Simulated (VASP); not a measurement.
An input for Quantum ESPRESSO's pw.x (written as the equivalent of a VASP run, and not itself run):

```
&CONTROL
  calculation = 'vc-relax'
  pseudo_dir = './pseudo'
  outdir = './out'
  tprnfor = .true.
  tstress = .true.
  nstep = 30
  forc_conv_thr = 0.00039
/
&SYSTEM
  ibrav = 0
  nat = 3
  ntyp = 2
  ecutwfc = 86
  occupations = 'smearing'
  smearing = 'gaussian'
  degauss = 0.003675
  input_dft = 'pz'
/
&ELECTRONS
  conv_thr = 7.3e-09
  electron_maxstep = 100
/
&IONS
/
&CELL
  cell_dofree = 'shape'
/
ATOMIC_SPECIES
  Sn 118.710 Sn.upf
  Se 78.971 Se.upf
CELL_PARAMETERS angstrom
     1.8635873   -3.2278280    0.0000000
     1.8635873    3.2278280    0.0000000
     0.0000000   -0.0000000    5.7885317
ATOMIC_POSITIONS crystal
  Sn   0.0000000  0.0000000  0.0000000
  Se   0.3333330  0.6666670  0.2666410
  Se   0.6666670  0.3333330  0.7333590
K_POINTS automatic
  7 7 4 0 0 0
```

Translate this input to VASP (INCAR, KPOINTS, POSCAR, choice of POTCAR).

One answer among several that fit: 
**POSCAR**
```
SnSe2
1
    1.8635872744    -3.2278280499     0.0000000000
    1.8635872744     3.2278280499     0.0000000000
    0.0000000000    -0.0000000000     5.7885316744
Sn Se
1 2
Direct
  0.0000000000   0.0000000000   0.0000000000
  0.3333330000   0.6666670000   0.2666409896
  0.6666670000   0.3333330000   0.7333590104
```

INCAR:
```
! general
SYSTEM   =  SnSe2
PREC     =  Accurate
ENCUT    =  520
LREAL    =  .FALSE.
LASPH    =  .TRUE.

! electronic loop
EDIFF    =  1E-7
NELM     =  100
ALGO     =  Normal
LMAXMIX  =  4

! smearing
ISMEAR   =  0
SIGMA    =  0.05

! ions
IBRION   =  2
NSW      =  30
ISIF     =  4
EDIFFG   =  -0.01

! output
LWAVE    =  .FALSE.
LCHARG   =  .FALSE.
```

File KPOINTS:
```
Automatic mesh
0
Gamma
7 7 4
0 0 0
```

POTCAR, in this order: Sn_d Se (LDA.64 set). Program: vasp_std.

Limits of the translation: the potentials are each code's own (VASP's PAW set, PseudoDojo norm-conserving files in pw.x), so ENCUT and ecutwfc are chosen apart and not converted; conv_thr bounds pw.x's estimated SCF error, while EDIFF bounds the energy change between steps; forc_conv_thr acts on force components and is met together with etot_conv_thr.

The compound is SnSe2 in the 1T layered structure. This cell is one point of a volume scan, at 0.94 of the reference volume. Symmetry was kept, so distortions that lower it aren't found.
